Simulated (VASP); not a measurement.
A VASP calculation is set up with these files.

File POSCAR:
```
HfO2
1.0
  0.0000000000   2.5171020438   2.5171020438
  2.5171020438   0.0000000000   2.5171020438
  2.5171020438   2.5171020438   0.0000000000
Hf O
1 2
Cartesian
  0.0000000000   0.0000000000   0.0000000000
  1.2585510219   1.2585510219   1.2585510219
  3.7756530657   3.7756530657   3.7756530657
```

**KPOINTS**
```
Automatic mesh
0
G
  8 8 8
0 0 0
```

### INCAR
```
! general
SYSTEM =HfO2
PREC   =Accurate
ENCUT  =600
LREAL  =.False.
LASPH  =.True.

! electronic loop
EDIFF  =1E-7
NELM   =100
ALGO   =Normal
LMAXMIX=6
LMIXTAU=.True.

! smearing
ISMEAR =0
SIGMA  =0.05

! functional
METAGGA=R2SCAN

! ions
IBRION =2
NSW    =40
ISIF   =3
EDIFFG =-0.01
PSTRESS=300

! output
LWAVE  =.False.
LCHARG =.False.
```

POTCAR, in this order: Hf_pv O (PBE.64 set). Program: vasp_std.

**Question.** Write an equivalent input for Ansatz.

**Answer.** One equivalent input (not run):
Ansatz 0.2 input:
```yaml
crystal:
  lattice:
    - [0.0000000, 2.5171020, 2.5171020]
    - [2.5171020, 0.0000000, 2.5171020]
    - [2.5171020, 2.5171020, 0.0000000]
  atoms:
    - { symbol: Hf, position: [0.0000000, 0.0000000, 0.0000000] }
    - { symbol: O, position: [0.2500000, 0.2500000, 0.2500000] }
    - { symbol: O, position: [0.7500000, 0.7500000, 0.7500000] }
kpoints:
  mp_grid: { grid: [8, 8, 8] }
hamiltonian:
  xc: r2scan
  pseudopotentials: { kind: paw }
scf:
  occupations: { method: gaussian, width: 0.05 }
  max_iter: 100
relax:
  max_steps: 40
  f_tol: 0.01
  cell: { p_target: 30 }
output: { forces: true, stress: true, eigenvalues: true }
```
Limits of the translation: each code has its own PAW files, so the cut-off isn't converted (ENCUT is set for VASP's; basis.ecutwfc is left out, and Ansatz then takes the one that its files recommend); Ansatz stops its SCF on the density residual and VASP on the energy change (EDIFF).

The compound is HfO2 in the fluorite structure, the high-temperature cubic form, which is unstable at 0 K; the monoclinic form is the stable one. This run relaxes it under an external pressure of 30 GPa. Symmetry was kept, so distortions that lower it aren't found.
